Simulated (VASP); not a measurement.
An input for Quantum ESPRESSO's pw.x (written as the equivalent of a VASP run, and not itself run):

```
&CONTROL
  calculation = 'scf'
  pseudo_dir = './pseudo'
  outdir = './out'
  tprnfor = .true.
  tstress = .true.
/
&SYSTEM
  ibrav = 0
  nat = 3
  ntyp = 2
  ecutwfc = 86
  occupations = 'smearing'
  smearing = 'fermi-dirac'
  degauss = 0.000735
  input_dft = 'pbesol'
/
&ELECTRONS
  conv_thr = 7.3e-08
  electron_maxstep = 100
/
ATOMIC_SPECIES
  Pt 195.084 Pt.upf
  Se 78.971 Se.upf
CELL_PARAMETERS angstrom
     1.8773090   -3.2515950    0.0000000
     1.8773090    3.2515950    0.0000000
     0.0000000    0.0000000    5.1135280
ATOMIC_POSITIONS crystal
  Pt   0.0000000  0.0000000  0.0000000
  Se   0.3333330  0.6666670  0.2550000
  Se   0.6666670  0.3333330  0.7450000
K_POINTS automatic
  8 8 5 0 0 0
```

Task: Translate this input to VASP (INCAR, KPOINTS, POSCAR, choice of POTCAR).

Result: This is not unique; one that fits is 
File KPOINTS:
```
Automatic mesh
0
G
8 8 5
```

### POSCAR
```
PtSe2
1.0
  1.8773090000  -3.2515950000   0.0000000000
  1.8773090000   3.2515950000   0.0000000000
  0.0000000000   0.0000000000   5.1135280000
Pt Se
1 2
Direct
  0.0000000000   0.0000000000   0.0000000000
  0.3333330000   0.6666670000   0.2550000000
  0.6666670000   0.3333330000   0.7450000000
```

**INCAR**
```
SYSTEM = PtSe2
PREC = Accurate
ENCUT = 300
EDIFF = 1E-6
NELM = 100
ALGO = Normal
LREAL = .FALSE.
LASPH = .TRUE.
ISMEAR = -1
SIGMA = 0.01
GGA = PS
LMAXMIX = 6
LWAVE = .FALSE.
LCHARG = .FALSE.
ISIF = 2
```

POTCAR, in this order: Pt Se (PBE.64 set). Program: vasp_std.

What does not carry over: the potentials are each code's own (VASP's PAW set, PseudoDojo norm-conserving files in pw.x), so ENCUT and ecutwfc are chosen apart and not converted; conv_thr bounds pw.x's estimated SCF error, while EDIFF bounds the energy change between steps.

The structure is a typed PtSe2 crystal (P-3m1). The cell was not relaxed at this level. The run is one of a series of settings (GGA = PS, POTCAR Pt Se (PBE.64 set) against the base run), some of them coarse on purpose.
